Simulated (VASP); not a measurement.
# O on Ag(111): which site?, part 2 of 3

Aim: adsorption energies of O on the high-symmetry sites of Ag(111), at a coverage of 1/4.

VASP 6.6.1, plane waves and PAW; the level of theory is named at each step.

So far. Step 6 (Potential and states with the adsorbate, site ontop): The vacuum level lies 6.59 eV above the Fermi level at the upper face; the two faces differ by 2.15 eV, the step that the slab's dipole of 0.354 e·Å makes.

### Step 7. Relaxing the adsorbate, site bridge

INCAR reads:

```
SYSTEM = Ag12O
PREC = Normal
ENCUT = 440
EDIFF = 1E-05
NELM = 120
ISMEAR = 1
SIGMA = 0.15
LREAL = Auto
ALGO = Fast
GGA = PE
NBANDS = 85
LASPH = .TRUE.
LORBIT = 11
LWAVE = .FALSE.
LCHARG = .FALSE.
KPAR = 4
IBRION = 2
NSW = 50
ISIF = 2
EDIFFG = -0.03
POTIM = 0.4
MAXMIX = 40
IDIPOL = 3
LDIPOL = .TRUE.
DIPOL = 0.5 0.5 0.513
```

POSCAR reads:

```
Ag12O
1.0
    5.8624623566      0.0000000000      0.0000000000
    2.9312311783      5.0770413295      0.0000000000
    0.0000000000      0.0000000000     19.7866804700
Ag O
12 1
Selective dynamics
Direct
    0.1666666700      0.1666666700      0.3790428600  F F F
    0.6666666700      0.1666666700      0.3790428600  F F F
    0.1666666700      0.6666666700      0.3790428600  F F F
    0.6666666700      0.6666666700      0.3790428600  F F F
    0.8333333300      0.3333333300      0.4985386100  T T T
    0.3333333300      0.3333333300      0.4985386100  T T T
    0.8333333300      0.8333333300      0.4985386100  T T T
    0.3333333300      0.8333333300      0.4985386100  T T T
    0.0000000000      0.0000000000      0.6181420100  T T T
    0.5000000000      0.0000000000      0.6181420100  T T T
    0.0000000000      0.5000000000      0.6181420100  T T T
    0.5000000000      0.5000000000      0.6181420100  T T T
    0.2500000000      0.0000000000      0.6888966800  T T T
```

KPOINTS reads:

```
Automatic mesh
0
Gamma
6 6 1
0 0 0
```

The projector-augmented-wave data sets are Ag and O (PBE family, release 64).

Run with:

```bash
> mpirun -np 4 vasp_std
```

The job ended after 40 min (4 MPI ranks of AMD EPYC 7R43, shared host; peak memory 2.3 GiB).

The steps of the relaxation (22 of 31):

```csv
step,energy less that of the first step (eV),largest force (eV/Å)
1,0.0000,1.1197
2,-0.0664,0.3848
4,-0.0930,0.4891
5,-0.1361,0.3222
7,-0.1425,0.3354
8,-0.1571,0.2926
10,-0.1738,0.2570
11,-0.1966,0.3139
12,-0.1977,0.3220
14,-0.2226,0.5869
15,-0.2297,0.3604
17,-0.2506,0.5369
18,-0.2581,0.6904
20,-0.3576,0.3549
21,-0.3354,1.1062
22,-0.3752,0.4811
24,-0.4474,0.2366
25,-0.4620,0.1892
27,-0.4768,0.1371
28,-0.4813,0.1164
30,-0.4881,0.0942
31,-0.4906,0.0707
```

The atoms that moved most (Å):

```
atom      dx      dy      dz  length
 O13   0.000   0.722  -0.140   0.735
Ag10   0.051  -0.168   0.066   0.188
 Ag9  -0.051  -0.168   0.066   0.188
Ag12   0.000  -0.148  -0.065   0.162
Ag11   0.000  -0.034   0.099   0.105
 Ag7   0.000  -0.044   0.075   0.086
 Ag8   0.000  -0.057   0.017   0.060
 Ag5   0.019  -0.052  -0.001   0.055
```

Final coordinates:

```xyz
13
Lattice="5.8625 0.0000 0.0000 2.9312 5.0770 0.0000 0.0000 0.0000 19.7867" Properties=species:S:1:pos:R:3
Ag    1.4656    0.8462    7.5000
Ag    4.3968    0.8462    7.5000
Ag    2.9312    3.3847    7.5000
Ag    5.8625    3.3847    7.5000
Ag    5.8810    1.6404    9.8631
Ag    2.9127    1.6404    9.8631
Ag    7.3281    4.1873    9.9390
Ag    4.3968    4.1735    9.8812
Ag   -0.0511   -0.1679   12.2973
Ag    2.9823   -0.1679   12.2973
Ag    1.4656    2.5046   12.3301
Ag    4.3968    2.3908   12.1656
O     1.4656    0.7220   13.4908
```

The stop cut the electronic loop of the last step short, so that step is set aside; the step before it may be unsound too where the loop had begun to diverge.

The run met its time limit with a largest force of 0.07 eV/Å at its last finished step, short of the threshold. The session accepts it under a looser, picked bar, without proof that a minimum is near.

### Step 8. Potential and states with the adsorbate, site bridge, largest residual force so far 0.071

INCAR reads:

```
SYSTEM = Ag12O
PREC = Normal
ENCUT = 440
EDIFF = 1E-06
NELM = 120
ISMEAR = 1
SIGMA = 0.15
LREAL = Auto
ALGO = Fast
GGA = PE
NBANDS = 85
LASPH = .TRUE.
LORBIT = 11
LWAVE = .FALSE.
LCHARG = .FALSE.
KPAR = 4
IDIPOL = 3
LDIPOL = .TRUE.
DIPOL = 0.5 0.5 0.514
LVHAR = .TRUE.
LVACPOTAV = .TRUE.
NEDOS = 1500
```

POSCAR reads:

```
Ag12O
1.0
    5.8624623566      0.0000000000      0.0000000000
    2.9312311783      5.0770413295      0.0000000000
    0.0000000000      0.0000000000     19.7866804700
Ag O
12 1
Selective dynamics
Direct
    0.1666666700      0.1666666700      0.3790428600  F F F
    0.6666666700      0.1666666700      0.3790428600  F F F
    0.1666666700      0.6666666700      0.3790428600  F F F
    0.6666666700      0.6666666700      0.3790428600  F F F
    0.8416180361      0.3230925843      0.4984721514  T T T
    0.3352893696      0.3230925843      0.4984721514  T T T
    0.8376221515      0.8247556871      0.5023069168  T T T
    0.3389864598      0.8220270703      0.4993856630  T T T
    0.0078282382      0.9669223848      0.6214950128  T T T
    0.5252493770      0.9669223848      0.6214950128  T T T
    0.0033384363      0.4933231274      0.6231506046  T T T
    0.5145527267      0.4708945465      0.6148387836  T T T
    0.1788990899      0.1422018202      0.6818120999  T T T
```

KPOINTS is that of step 7.

Run with:

```bash
> mpirun -np 4 vasp_std
```

It took 3.5 min on 4 MPI ranks; peak memory 1.9 GiB; 14 min of CPU time.

Zero at the Fermi level. Planar average of the electrostatic potential against height:

| height (Å) | planar average of the electrostatic potential (eV) |
| --- | --- |
| 0.0 | 5.58 |
| 0.5 | 4.61 |
| 1.0 | 4.50 |
| 1.5 | 4.50 |
| 2.0 | 4.50 |
| 2.5 | 4.50 |
| 3.0 | 4.50 |
| 3.5 | 4.50 |
| 4.0 | 4.49 |
| 4.5 | 4.47 |
| 5.0 | 4.42 |
| 5.5 | 4.22 |
| 6.0 | 3.53 |
| 6.5 | 1.01 |
| 7.0 | -10.2 |
| 7.5 | -17.4 |
| 8.0 | -10.2 |
| 8.5 | 0.358 |
| 9.0 | -1.27 |
| 9.5 | -13.1 |
| 10.0 | -17.1 |
| 10.5 | -7.46 |
| 11.0 | 0.984 |
| 11.5 | -3.39 |
| 12.0 | -15.0 |
| 12.5 | -15.6 |
| 13.0 | -4.92 |
| 13.5 | 0.952 |
| 14.0 | 4.07 |
| 14.5 | 5.35 |
| 15.0 | 5.57 |
| 15.5 | 5.61 |
| 16.0 | 5.62 |
| 16.5 | 5.62 |
| 17.0 | 5.62 |
| 17.5 | 5.62 |
| 18.0 | 5.62 |
| 18.5 | 5.62 |
| 19.0 | 5.62 |
| 19.5 | 5.62 |

The adsorbate has slid 0.72 Å off the bridge site, so these numbers belong to another place.

The map of layer states is cut here 0.5 eV above the Fermi level, so it leaves out the states above that.

At the end the adsorbate's closest contact with the slab is O-Ag at 2.13 Å, 1.76 Å to the side of the slab's atom, and its lowest atom lies 1.16 Å above the highest atom of the slab.

The vacuum level lies 5.62 eV above the Fermi level at the upper face; the two faces differ by 1.12 eV, the step that the slab's dipole of 0.185 e·Å makes.

VASP counts the dipole in electrons times Å, so a positive number points the physical dipole along −c.

The program found no field-free point at its default tolerance, but its printed level agrees with the flat part of the planar average.

On this mesh the fine structure of the density of states is sampling noise, and high empty states may be cut by the number of bands.

### Step 9. Relaxing the adsorbate, site fcc, largest residual force so far 0.071

INCAR reads:

```
SYSTEM = Ag12O
PREC = Normal
ENCUT = 440
EDIFF = 1E-05
NELM = 120
ISMEAR = 1
SIGMA = 0.15
LREAL = Auto
ALGO = Fast
GGA = PE
NBANDS = 85
LASPH = .TRUE.
LORBIT = 11
LWAVE = .FALSE.
LCHARG = .FALSE.
KPAR = 4
IBRION = 2
NSW = 50
ISIF = 2
EDIFFG = -0.03
POTIM = 0.4
MAXMIX = 40
IDIPOL = 3
LDIPOL = .TRUE.
DIPOL = 0.5 0.5 0.512
```

POSCAR reads:

```
Ag12O
1.0
    5.8624623566      0.0000000000      0.0000000000
    2.9312311783      5.0770413295      0.0000000000
    0.0000000000      0.0000000000     19.7866804700
Ag O
12 1
Selective dynamics
Direct
    0.1666666700      0.1666666700      0.3790428600  F F F
    0.6666666700      0.1666666700      0.3790428600  F F F
    0.1666666700      0.6666666700      0.3790428600  F F F
    0.6666666700      0.6666666700      0.3790428600  F F F
    0.8333333300      0.3333333300      0.4985386100  T T T
    0.3333333300      0.3333333300      0.4985386100  T T T
    0.8333333300      0.8333333300      0.4985386100  T T T
    0.3333333300      0.8333333300      0.4985386100  T T T
    0.0000000000      0.0000000000      0.6181420100  T T T
    0.5000000000      0.0000000000      0.6181420100  T T T
    0.0000000000      0.5000000000      0.6181420100  T T T
    0.5000000000      0.5000000000      0.6181420100  T T T
    0.1666666700      0.1666666700      0.6762619200  T T T
```

KPOINTS is that of step 8.

Run with:

```bash
> mpirun -np 4 vasp_std
```

Elapsed: 13 min, on 4 MPI ranks; peak memory 1.8 GiB; 52 min of CPU time.

The steps of the relaxation:

```csv
step,energy less that of the first step (eV),largest force (eV/Å)
1,0.0000,1.4358
2,-0.1673,0.2290
3,-0.1684,0.1875
4,-0.1684,0.1988
5,-0.1741,0.1391
6,-0.1786,0.1059
7,-0.1843,0.1124
8,-0.1837,0.1317
9,-0.1860,0.1176
10,-0.1860,0.1020
11,-0.1861,0.1244
12,-0.1889,0.1187
13,-0.1909,0.1856
14,-0.1925,0.0785
15,-0.1929,0.0486
16,-0.1929,0.0423
17,-0.1929,0.0459
18,-0.1932,0.0258
```

The atoms that moved most (Å):

```
atom      dx      dy      dz  length
 Ag9  -0.067  -0.039   0.043   0.089
Ag10   0.067  -0.039   0.043   0.089
Ag11   0.000   0.078   0.043   0.089
Ag12   0.000   0.000  -0.088   0.088
 O13   0.000   0.000   0.064   0.064
 Ag7   0.000   0.000   0.045   0.045
 Ag6  -0.008  -0.005  -0.009   0.013
 Ag5   0.008  -0.005  -0.009   0.013
```

The relaxed structure:

```cif
data_structure
_symmetry_space_group_name_H-M 'P 1'
_symmetry_Int_Tables_number 1
_cell_length_a 5.8625
_cell_length_b 5.8625
_cell_length_c 19.7867
_cell_angle_alpha 90.000
_cell_angle_beta 90.000
_cell_angle_gamma 60.000
_cell_volume 588.93
loop_
_atom_site_label
_atom_site_type_symbol
_atom_site_fract_x
_atom_site_fract_y
_atom_site_fract_z
_atom_site_occupancy
Ag1 Ag 0.16667 0.16667 0.37904 1
Ag2 Ag 0.66667 0.16667 0.37904 1
Ag3 Ag 0.16667 0.66667 0.37904 1
Ag4 Ag 0.66667 0.66667 0.37904 1
Ag5 Ag 0.83525 0.33237 0.49809 1
Ag6 Ag 0.33237 0.33237 0.49809 1
Ag7 Ag 0.83333 0.83333 0.50083 1
Ag8 Ag 0.33237 0.83525 0.49809 1
Ag9 Ag 0.99236 0.99236 0.62033 1
Ag10 Ag 0.51527 0.99236 0.62033 1
Ag11 Ag 0.99236 0.51527 0.62033 1
Ag12 Ag 0.50000 0.50000 0.61370 1
O13 O 0.16667 0.16667 0.67950 1
```

The run ended after 18 ionic steps, 0.193 eV below its first step, once the forces on the free atoms met EDIFFG = -0.03.

### Step 10. Potential and states with the adsorbate, site fcc, largest residual force so far 0.071

INCAR reads:

```
SYSTEM = Ag12O
PREC = Normal
ENCUT = 440
EDIFF = 1E-06
NELM = 120
ISMEAR = 1
SIGMA = 0.15
LREAL = Auto
ALGO = Fast
GGA = PE
NBANDS = 85
LASPH = .TRUE.
LORBIT = 11
LWAVE = .FALSE.
LCHARG = .FALSE.
KPAR = 4
IDIPOL = 3
LDIPOL = .TRUE.
DIPOL = 0.5 0.5 0.513
LVHAR = .TRUE.
LVACPOTAV = .TRUE.
NEDOS = 1500
```

POSCAR reads:

```
Ag12O
1.0
    5.8624623566      0.0000000000      0.0000000000
    2.9312311783      5.0770413295      0.0000000000
    0.0000000000      0.0000000000     19.7866804700
Ag O
12 1
Selective dynamics
Direct
    0.1666666700      0.1666666700      0.3790428600  F F F
    0.6666666700      0.1666666700      0.3790428600  F F F
    0.1666666700      0.6666666700      0.3790428600  F F F
    0.6666666700      0.6666666700      0.3790428600  F F F
    0.8352535685      0.3323732108      0.4980908560  T T T
    0.3323732108      0.3323732108      0.4980908560  T T T
    0.8333333300      0.8333333300      0.5008337059  T T T
    0.3323732108      0.8352535685      0.4980908560  T T T
    0.9923635646      0.9923635646      0.6203299462  T T T
    0.5152728708      0.9923635646      0.6203299462  T T T
    0.9923635646      0.5152728708      0.6203299462  T T T
    0.5000000000      0.5000000000      0.6136957375  T T T
    0.1666666700      0.1666666700      0.6795014561  T T T
```

KPOINTS is that of step 9.

Run with:

```bash
> mpirun -np 4 vasp_std
```

Elapsed: 98 s, on 4 MPI ranks; peak memory 1.5 GiB.

Zero at the Fermi level. The planar average of the electrostatic potential by height:

```
height (Å)  planar average of the electrostatic potential (eV)
       0.0                                                5.44
       0.5                                                4.52
       1.0                                                4.50
       1.5                                                4.50
       2.0                                                4.50
       2.5                                                4.50
       3.0                                                4.49
       3.5                                                4.49
       4.0                                                4.49
       4.5                                                4.47
       5.0                                                4.41
       5.5                                                4.22
       6.0                                                3.53
       6.5                                                1.01
       7.0                                               -10.2
       7.5                                               -17.4
       8.0                                               -10.2
       8.5                                               0.310
       9.0                                               -1.59
       9.5                                               -13.5
      10.0                                               -17.0
      10.5                                               -7.02
      11.0                                               0.982
      11.5                                               -4.10
      12.0                                               -15.5
      12.5                                               -15.2
      13.0                                               -4.35
      13.5                                                1.12
      14.0                                                4.29
      14.5                                                5.36
      15.0                                                5.55
      15.5                                                5.58
      16.0                                                5.59
      16.5                                                5.59
      17.0                                                5.59
      17.5                                                5.59
      18.0                                                5.59
      18.5                                                5.59
      19.0                                                5.59
      19.5                                                5.59
```

The map of layer states is cut here 0.5 eV above the Fermi level, so it leaves out the states above that.

At the end the adsorbate's closest contact with the slab is O-Ag at 2.12 Å, 1.77 Å to the side of the slab's atom, and its lowest atom lies 1.17 Å above the highest atom of the slab.

The vacuum level lies 5.59 eV above the Fermi level at the upper face; the two faces differ by 1.10 eV, the step that the slab's dipole of 0.181 e·Å makes.

VASP counts the dipole in electrons times Å, so a positive number points the physical dipole along −c.

The program found no field-free point at its default tolerance, but its printed level agrees with the flat part of the planar average.

On this mesh the fine structure of the density of states is sampling noise, and high empty states may be cut by the number of bands.

### Step 11. Relaxing the adsorbate, site hcp, largest residual force so far 0.071

INCAR reads:

```
SYSTEM = Ag12O
PREC = Normal
ENCUT = 440
EDIFF = 1E-05
NELM = 120
ISMEAR = 1
SIGMA = 0.15
LREAL = Auto
ALGO = Fast
GGA = PE
NBANDS = 85
LASPH = .TRUE.
LORBIT = 11
LWAVE = .FALSE.
LCHARG = .FALSE.
KPAR = 4
IBRION = 2
NSW = 50
ISIF = 2
EDIFFG = -0.03
POTIM = 0.4
MAXMIX = 40
IDIPOL = 3
LDIPOL = .TRUE.
DIPOL = 0.5 0.5 0.512
```

POSCAR reads:

```
Ag12O
1.0
    5.8624623566      0.0000000000      0.0000000000
    2.9312311783      5.0770413295      0.0000000000
    0.0000000000      0.0000000000     19.7866804700
Ag O
12 1
Selective dynamics
Direct
    0.1666666700      0.1666666700      0.3790428600  F F F
    0.6666666700      0.1666666700      0.3790428600  F F F
    0.1666666700      0.6666666700      0.3790428600  F F F
    0.6666666700      0.6666666700      0.3790428600  F F F
    0.8333333300      0.3333333300      0.4985386100  T T T
    0.3333333300      0.3333333300      0.4985386100  T T T
    0.8333333300      0.8333333300      0.4985386100  T T T
    0.3333333300      0.8333333300      0.4985386100  T T T
    0.0000000000      0.0000000000      0.6181420100  T T T
    0.5000000000      0.0000000000      0.6181420100  T T T
    0.0000000000      0.5000000000      0.6181420100  T T T
    0.5000000000      0.5000000000      0.6181420100  T T T
    0.3333333300      0.3333333300      0.6762619200  T T T
```

KPOINTS is that of step 10.

Run with:

```bash
> mpirun -np 4 vasp_std
```

Elapsed: 12 min, on 4 MPI ranks; peak memory 1.8 GiB.

[end of part 2 of 3]

[Lines on the potential files, build, host, timing and source positions are cut from VASP's logs without a mark.]

[Logs are printed without paths, hosts, clocks, repeated set-up lines and the standing remarks that a program may print on its own settings, such as how far it seeks lower states.]

[Hosts, paths, dates, database ids (printed as entryN), source tags and the programs' standing remarks are cut or masked in the printed files.]

[Runs that stopped without an error message from VASP are left out.]
